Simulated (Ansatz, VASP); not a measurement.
**One calculation of B7I, two programs**

INCAR

```
SYSTEM = B7I
PREC = Accurate
ENCUT = 600
EDIFF = 1E-6
ISMEAR = 0
SIGMA = 0.1
LREAL = .False.
LASPH = .True.
NELM = 100
ALGO = Normal
ISIF = 3
LWAVE = .False.
LCHARG = .False.
GGA = PE
IBRION = 2
NSW = 100
EDIFFG = -0.01
```

The input KPOINTS:

```
regular mesh
0
Gamma
  10 10 10
  0 0 0
```

POSCAR

```
B7I
1.0
   -2.6965650200      2.6965650200      2.6965650200
    2.6965650200     -2.6965650200      2.6965650200
    2.6965650200      2.6965650200     -2.6965650200
B I
7 1
Direct
    0.5000000000      0.5000000000      0.5000000000
    0.0000000000      0.0000000000      0.5000000000
    0.0000000000      0.5000000000      0.0000000000
    0.5000000000      0.0000000000      0.0000000000
    0.0000000000      0.5000000000      0.5000000000
    0.5000000000      0.0000000000      0.5000000000
    0.5000000000      0.5000000000      0.0000000000
    0.0000000000      0.0000000000      0.0000000000
```

Input for Ansatz:

```yaml
crystal:
  lattice:
    - [-2.69656502, 2.69656502, 2.69656502]
    - [2.69656502, -2.69656502, 2.69656502]
    - [2.69656502, 2.69656502, -2.69656502]
  atoms:
    - { symbol: B, position: [0.5, 0.5, 0.5] }
    - { symbol: B, position: [0.0, 0.0, 0.5] }
    - { symbol: B, position: [0.0, 0.5, 0.0] }
    - { symbol: B, position: [0.5, 0.0, 0.0] }
    - { symbol: B, position: [0.0, 0.5, 0.5] }
    - { symbol: B, position: [0.5, 0.0, 0.5] }
    - { symbol: B, position: [0.5, 0.5, 0.0] }
    - { symbol: I, position: [0.0, 0.0, 0.0] }
basis:
  ecutwfc: 420
kpoints:
  mp_grid: { grid: [10, 10, 10] }
hamiltonian:
  xc: pbe
scf:
  occupations: { method: gaussian, width: 0.1 }
output:
  forces: true
  stress: true
  eigenvalues: true
  write_density: true
  write_potential: true
  elf: true
  volumetric_format: npy
relax:
  adjacent_minimum: "off"
  f_tol: 0.01
  max_steps: 80
  cell: { stress_tol: 0.05 }
```

Alike in both runs: task relaxation of cell and atoms; functional PBE; k mesh 10 × 10 × 10; occupations gaussian, width 0.1 eV; no spin polarisation.

|  | VASP | Ansatz |
| --- | --- | --- |
| version | VASP 6.6.1 | Ansatz 0.2.0 |
| potentials or method | VASP PAW PBE potentials, release 64 (B, I) | scalar-relativistic, plane waves, PAW |
| plane-wave cutoff (eV) | 600 | 420 |
| valence electrons in the cell | 28 | 38 |

|  | VASP | Ansatz | Ansatz less VASP |
| --- | --- | --- | --- |
| gap on the k mesh at the Fermi level, each at its own relaxed structure (eV) | none | none | - |
| relaxed volume (Å³/atom) | 9.76 | 9.77 | +0.012 |
| relaxed cell length with the largest relative difference (Å) | 4.664 | 4.666 | +0.0019 |

A gap of «none» marks a metal or a gap that the smearing closes. The two sets of potentials don't hold the same shells in valence.

Spin-orbit coupling is left out, which matters for the levels of I.
